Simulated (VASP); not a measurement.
# Se (space group P3_221): computed properties

Computed with r2SCAN meta-GGA, VASP's PBE PAW potentials (set 64) (plane waves; VASP 6.6.1).

```
Quantity                                                                                                               Value
---------------------------------------------  -----------------------------------------------------------------------------
space group                                                                                                     P3_221 (154)
cell                                           a = 4.4982 Å, b = 4.4982 Å, c = 4.9922 Å, α = 90.00°, β = 90.00°, γ = 120.00°
volume per atom                                                                                               29.16 Å^3/atom
band gap (over mesh and band path)                                                                                   1.31 eV
smallest direct gap (over mesh and band path)                                                                        1.52 eV
band-edge character                                                                                         indirect, L to H
density                                                                                                           4.50 g/cm³
```

```yaml
crystal:
  lattice:
    - [4.49824, 0.00000, 0.00000]
    - [-2.24912, 3.89559, 0.00000]
    - [0.00000, 0.00000, 4.99222]
  atoms:
    - { symbol: Se, position: [0.21752, 0.00000, 0.16667] }
    - { symbol: Se, position: [0.00000, 0.21752, 0.83333] }
    - { symbol: Se, position: [0.78248, 0.78248, 0.50000] }
```

The structure comes from a measured Se entry (P3_221) of the Crystallography Open Database, whose conditions weren't checked. It was relaxed first, which changed the volume by +8 %. Symmetry was kept, so distortions that lower it aren't found.
